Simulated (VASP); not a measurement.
# MgC18 in VASP: a series of runs, part 2 of 2

VASP 6.6.1. The steps go on from the part before.

**3. Single point, PBE+D3(BJ)**

The input, INCAR:

```
SYSTEM = MgC18
PREC     = Accurate       ! precision mode
ENCUT    = 520            ! plane-wave cutoff, eV
EDIFF    = 1E-6           ! SCF threshold, eV
ISMEAR   = -1             ! smearing method
SIGMA    = 0.05           ! smearing width, eV
LREAL    = Auto         
LASPH    = .True.         ! aspherical terms in the spheres
NELM     = 100            ! most SCF steps
ALGO     = Normal         ! electronic algorithm
ISIF     = 2              ! what is computed and relaxed
LWAVE    = .False.        ! write WAVECAR
LCHARG   = .False.        ! write CHGCAR
GGA      = PE             ! functional
IVDW     = 12             ! dispersion correction
NBANDS   = 52             ! bands
```

The input, KPOINTS:

```
regular mesh
0
Gamma
  2 2 1
  0 0 0
```

The input, POSCAR:

```
MgC18
1.0
    7.3980000000      0.0000000000      0.0000000000
   -3.6990000000      6.4068560000      0.0000000000
    0.0000000000      0.0000000000     11.0000000000
C Mg
18 1
Direct
    0.0017736883      0.0003849002      0.0841614545
    0.2238229553      0.1114504525      0.0837855455
    0.0011566076      0.3340101604      0.0847579091
    0.2244694240      0.4456825626      0.0846099091
    0.0021306467      0.6679544538      0.0845842727
    0.2235227513      0.7786140347      0.0840669091
    0.3345958731      0.0006886373      0.0837690909
    0.5579138933      0.1123741504      0.0841628182
    0.3355195581      0.3347660693      0.0842067273
    0.5568493865      0.4453878782      0.0847232727
    0.3352082921      0.6669978223      0.0845139091
    0.5571554320      0.7780078091      0.0847597273
    0.6688379018      0.0013313863      0.0846132727
    0.8901446091      0.1120610484      0.0845834545
    0.6685366829      0.3337111057      0.0846922727
    0.8904714381      0.4446482019      0.0848909091
    0.6677984283      0.6673284057      0.0849468182
    0.8911028121      0.7789869165      0.0846510909
    0.2124769934      0.9800832109      0.3831570000
```

Potentials or basis: VASP PAW PBE potentials, release 64 (C, Mg).

On the command line:

```sh
cat potpaw_PBE.64/C/POTCAR potpaw_PBE.64/Mg/POTCAR > POTCAR
mpirun -np 1 vasp_std > vasp.out
```

OUTCAR:

```text
SYSTEM = MgC18
   PREC = Accurate
   ENCUT = 520
   EDIFF = 1E-6
   ISMEAR = -1
   LREAL = Auto
   LASPH = .True.
   NELM = 100
   ISIF = 2
   GGA = PE
   IVDW = 12
 IVDW          = 12

 ion  position               nearest neighbor table
   1  0.002  0.000  0.084-  18 1.42   2 1.42  14 1.43
   2  0.224  0.111  0.084-   7 1.42   1 1.42   9 1.43
   3  0.001  0.334  0.085-  16 1.42  14 1.42   4 1.43
   4  0.224  0.446  0.085-  11 1.42   9 1.42   3 1.43
   5  0.002  0.668  0.085-   6 1.42  18 1.42  16 1.43
   6  0.224  0.779  0.084-   5 1.42   7 1.42  11 1.43
[... 10 lines left out ...]
  17  0.668  0.667  0.085-  12 1.42  10 1.42  18 1.43
  18  0.891  0.779  0.085-   1 1.42   5 1.42  17 1.43
  19  0.212  0.980  0.383-

  LATTYP: Found a hexagonal cell.
 ALAT       =     7.3980000000
 C/A-ratio  =     1.4868883482

  Lattice vectors:

 A1 = (   7.3980000000,   0.0000000000,   0.0000000000)
 A2 = (  -3.6990000000,   6.4068560000,   0.0000000000)
 A3 = (   0.0000000000,   0.0000000000,  11.0000000000)

Analysis of symmetry for initial positions (statically):
[... 192 lines left out ...]
 Fermi energy:        -1.2851593799

 k-point     1 :       0.0000    0.0000    0.0000
  band No.  band energies     occupation
      1     -20.8031      2.00000
      2     -18.2648      2.00000
      3     -18.2434      2.00000
      4     -18.2161      2.00000
      5     -18.2092      2.00000
      6     -18.1899      2.00000
[... 197 lines left out ...]
     48       3.7832      0.00000
     49       4.1556      0.00000
 [bands above 49 left out]

------------------------ aborting loop because EDIFF is reached ----------------------------------------

 Edisp (eV)   -1.89877

 E8    (eV) :    -0.6007

  FORCE on cell =-STRESS in cart. coord.  units (eV):
  Direction    XX          YY          ZZ          XY          YZ          ZX
  --------------------------------------------------------------------------------------
  -------------------------------------------------------------------------------------
  Total       1.15569     1.04989    -0.31120    -0.11422    -0.03058    -0.02263
  in kB       3.55140     3.22628    -0.95631    -0.35099    -0.09397    -0.06953
  external pressure =        1.94 kB  Pullay stress =        0.00 kB

 VOLUME and BASIS-vectors are now :
 -----------------------------------------------------------------------------
  energy-cutoff  :      520.00
  volume of cell :      521.38
      direct lattice vectors                 reciprocal lattice vectors
     7.398000000  0.000000000  0.000000000     0.135171668  0.078041398  0.000000000
    -3.699000000  6.406856000  0.000000000     0.000000000  0.156082796  0.000000000
     0.000000000  0.000000000 11.000000000     0.000000000  0.000000000  0.090909091

 POSITION                                       TOTAL-FORCE (eV/Angst)
 -----------------------------------------------------------------------------------
      0.01170      0.00247      0.92578         0.009331     -0.005368     -0.003869
      1.24359      0.71405      0.92164        -0.017912      0.003770     -0.006487
     -1.22695      2.13996      0.93234         0.001184     -0.011429      0.003819
      0.01204      2.85542      0.93071         0.006263      0.011137      0.001034
     -2.45500      4.27949      0.93043         0.004782      0.010155      0.005023
     -1.22647      4.98847      0.92474        -0.007450      0.008631      0.001150
[... 11 lines left out ...]
      3.71091      4.99086      0.93116         0.006644      0.005235      0.002379
     -2.05342      6.27925      4.21473        -0.006762     -0.008655      0.009120
 -----------------------------------------------------------------------------------
    total drift:                                0.014472     -0.002134      0.041350

  FREE ENERGIE OF THE ION-ELECTRON SYSTEM (eV)
  ---------------------------------------------------
  free  energy   TOTEN  =      -167.5175674475 eV

  energy  without entropy=     -167.4505787375  energy(sigma->0) =     -167.48407309
```

stdout:

```text
POSCAR found type information on POSCAR C Mg
 POSCAR found :  2 types and      19 ions
 scaLAPACK will be used
 LDA part: xc-table for (Slater+PW92), standard interpolation
 POSCAR, INCAR and KPOINTS ok, starting setup
 FFT: planning ... GRIDC
 FFT: planning ... GRID_SOFT
 FFT: planning ... GRID
 WAVECAR not read
 entering main loop
```

It took 2.9 min on 1 thread of Intel Xeon Platinum 8488C (Sapphire Rapids), shared host; peak memory 0.54 GiB.

What came out:

```
Free energy                : -167.5176 eV
Largest force              : 0.029 eV/Å
Band gap on the k mesh     : 0.09 eV, direct
Dispersion energy per atom : -0.100 eV
```

Forces in eV/Å, atoms in the order of the input:
```
C    0.009 -0.005 -0.004
C   -0.018  0.004 -0.006
C    0.001 -0.011  0.004
C    0.006  0.011  0.001
C    0.005  0.010  0.005
C   -0.007  0.009  0.001
C    0.017 -0.021 -0.009
C    0.007  0.006 -0.001
C    0.001  0.009 -0.003
C   -0.013  0.016 -0.004
C    0.019 -0.003 -0.002
C   -0.012 -0.011  0.003
C   -0.007 -0.002 -0.001
C   -0.008  0.016  0.002
C    0.016 -0.002 -0.001
C   -0.010 -0.008  0.000
C   -0.006 -0.011  0.003
C    0.007  0.005  0.002
Mg  -0.007 -0.009  0.009
```

Caveat: the k mesh is coarse (spacing up to 0.49 Å⁻¹), so the values aren't converged. PBE gaps usually lie below the measured ones, often by a third to a half.

**4. Single point, PBE+D3(BJ)**

The input, INCAR:

```
PREC = Accurate
ENCUT = 520
EDIFF = 1E-7
ISMEAR = -1
SIGMA = 0.05
LREAL = Auto
LASPH = True
NELM = 100
ALGO = Normal
ISIF = 2
LWAVE = False
LCHARG = False
GGA = PE
IVDW = 12
NBANDS = 52
```

The input, KPOINTS:

```
Automatic mesh
0
Gamma
  2 2 1
```

The input, POSCAR:

```
MgC18
1.0
    7.3980000000      0.0000000000      0.0000000000
   -3.6990000000      6.4068560000      0.0000000000
    0.0000000000      0.0000000000     11.0000000000
C Mg
18 1
Direct
    0.0016334518      0.0004101856      0.0841041818
    0.2239884648      0.1116390005      0.0837166364
    0.0013656499      0.3342189991      0.0847619091
    0.2243295113      0.4457257975      0.0845818182
    0.0021713414      0.6678355187      0.0846472727
    0.2235430235      0.7784777744      0.0840261818
    0.3347777309      0.0008568946      0.0837132727
    0.5577793340      0.1123994359      0.0840843636
    0.3355394415      0.3346330868      0.0841359091
    0.5568869151      0.4452690992      0.0847339091
    0.3350766988      0.6670441789      0.0845191818
    0.5573595887      0.7782203939      0.0847675455
    0.6688764793      0.0011949699      0.0845697273
    0.8901883581      0.1119352456      0.0845676364
    0.6684148929      0.3337524677      0.0846937273
    0.8906847241      0.4448749902      0.0849521818
    0.6680207566      0.6675448925      0.0850093636
    0.8909793027      0.7790318684      0.0847058182
    0.2535380581      1.0210707093      0.3833458182
```

On the command line:

```sh
cat potpaw_PBE.64/C/POTCAR potpaw_PBE.64/Mg/POTCAR > POTCAR
mpirun -np 1 vasp_std > vasp.out
```

Wall time 3.3 min (1 thread of Intel Xeon Platinum 8488C (Sapphire Rapids), shared host); peak memory 0.54 GiB.

The run converged. Its results:

```yaml
Free_energy: -167.5149 eV
Largest_force: 0.041 eV/Å
Band_gap_on_the_k_mesh: 0.06 eV, direct
Dispersion_energy_per_atom: -0.100 eV
```

Forces on the atoms (eV/Å):
```
C    0.007 -0.005 -0.004
C   -0.027  0.012 -0.009
C    0.010 -0.013  0.004
C   -0.001  0.010  0.000
C    0.004  0.003  0.003
C   -0.007  0.009  0.004
C    0.031 -0.024 -0.011
C    0.000  0.007 -0.001
C    0.006  0.002 -0.003
C   -0.011  0.013 -0.003
C    0.019 -0.002 -0.004
C   -0.016  0.000  0.004
C   -0.003 -0.013 -0.001
C   -0.008  0.016  0.002
C    0.012 -0.003 -0.001
C   -0.014  0.000  0.000
C    0.004 -0.013  0.003
C   -0.003  0.005  0.002
Mg  -0.004 -0.005  0.014
```

Levels at points of the mesh, in eV from the valence-band top:
| k point | band 35 | band 36 | band 37 | band 38 | band 39 | band 40 |
| --- | --- | --- | --- | --- | --- | --- |
| (0.00, 0.00, 0.00) | -0.28 | 0.00 | 0.00 | 0.06 | 0.08 | 3.33 |
| (0.50, 0.00, 0.00) | -2.60 | -2.33 | -0.16 | 1.68 | 2.51 | 2.52 |
| (0.00, 0.50, 0.00) | -2.60 | -2.33 | -0.16 | 1.69 | 2.51 | 2.52 |
| (0.50, 0.50, 0.00) | -2.61 | -2.33 | -0.16 | 1.70 | 2.49 | 2.52 |

Caveat: the k mesh is coarse (spacing up to 0.49 Å⁻¹), so the values aren't converged. A hybrid or GW would open this gap; PBE tends to underestimate it.
